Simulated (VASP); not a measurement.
These are PBE GGA, VASP's PBE PAW potentials (set 64) (plane waves; VASP) values and carry that method's errors.

Input for VASP

File POSCAR:
```
InSb
6.480
  0.0000000000   0.5000000000   0.5000000000
  0.5000000000   0.0000000000   0.5000000000
  0.5000000000   0.5000000000   0.0000000000
In Sb
1 1
Cart
  0.0000000000   0.0000000000   0.0000000000
  0.2500000000   0.2500000000   0.2500000000
```

KPOINTS:
```
Regular mesh
0
G
 5 5 5
0 0 0
```

INCAR:
```
SYSTEM = InSb
PREC = Accurate; ENCUT = 400; LREAL = .FALSE.
LASPH = .TRUE.
EDIFF = 1E-6; NELM = 100; ALGO = Normal
LMAXMIX = 4
ISMEAR = 0; SIGMA = 0.05
GGA = PE
ISIF = 2
LWAVE = .FALSE.; LCHARG = .FALSE.
```

POTCAR, in this order: In_d Sb (PBE.64 set). Program: vasp_std.

Output of the run:

File OSZICAR:
```
       N       E                     dE             d eps       ncg     rms          rms(c)
DAV:   1     0.995614362180E+02    0.99561E+02   -0.69598E+03   268   0.111E+03
DAV:   2    -0.112156707047E+00   -0.99674E+02   -0.97878E+02   260   0.278E+02
DAV:   3    -0.679252038227E+01   -0.66804E+01   -0.66463E+01   345   0.816E+01
DAV:   4    -0.696061610541E+01   -0.16810E+00   -0.16804E+00   307   0.156E+01
DAV:   5    -0.696826190655E+01   -0.76458E-02   -0.76456E-02   378   0.256E+00    0.419E+00
DAV:   6    -0.686505931979E+01    0.10320E+00   -0.18744E-01   357   0.749E+00    0.246E+00
DAV:   7    -0.685040017288E+01    0.14659E-01   -0.82445E-02   338   0.304E+00    0.662E-01
DAV:   8    -0.685158189570E+01   -0.11817E-02   -0.84446E-03   332   0.126E+00    0.286E-01
DAV:   9    -0.685227725620E+01   -0.69536E-03   -0.99907E-04   305   0.297E-01    0.812E-02
DAV:  10    -0.685236017088E+01   -0.82915E-04   -0.67048E-05   318   0.658E-02    0.359E-02
DAV:  11    -0.685240742706E+01   -0.47256E-04   -0.84726E-05   280   0.714E-02    0.204E-02
DAV:  12    -0.685240823322E+01   -0.80616E-06   -0.10834E-06   234   0.837E-03
   1 F= -.68524082E+01 E0= -.68520997E+01  d E =-.617049E-03
```

OUTCAR:
```
------------------------ aborting loop because EDIFF is reached ----------------------------------------
  FORCE on cell =-STRESS in cart. coord.  units (eV):
  Direction    XX          YY          ZZ          XY          YZ          ZX
  --------------------------------------------------------------------------------------
  Total        1.3815551      1.3815551      1.3815551      0.0000000     -0.0000000      0.0000000
  in kB       32.5397163     32.5397163     32.5397163      0.0000000     -0.0000000      0.0000000
  external PRESSURE =      32.5397163 kB  Pullay stress =       0.0000000 kB
  volume of cell :       68.02
      direct lattice vectors                 reciprocal lattice vectors
     0.000000000  3.240000000  3.240000000    -0.154320988  0.154320988  0.154320988
     3.240000000  0.000000000  3.240000000     0.154320988 -0.154320988  0.154320988
     3.240000000  3.240000000  0.000000000     0.154320988  0.154320988 -0.154320988
  FREE ENERGIE OF THE ION-ELECTRON SYSTEM (eV)
  ---------------------------------------------------
  free  energy   TOTEN  =        -6.8524082332 eV

  energy  without entropy=       -6.8517911839  energy(sigma->0) =       -6.85209971
```
(Selected blocks of OUTCAR.)

The compound is InSb in the zinc blende structure. The cell was not relaxed at this level. The k-mesh is coarse (spacing up to 0.34 per Å, 2π included), so the numbers may not be converged in it.
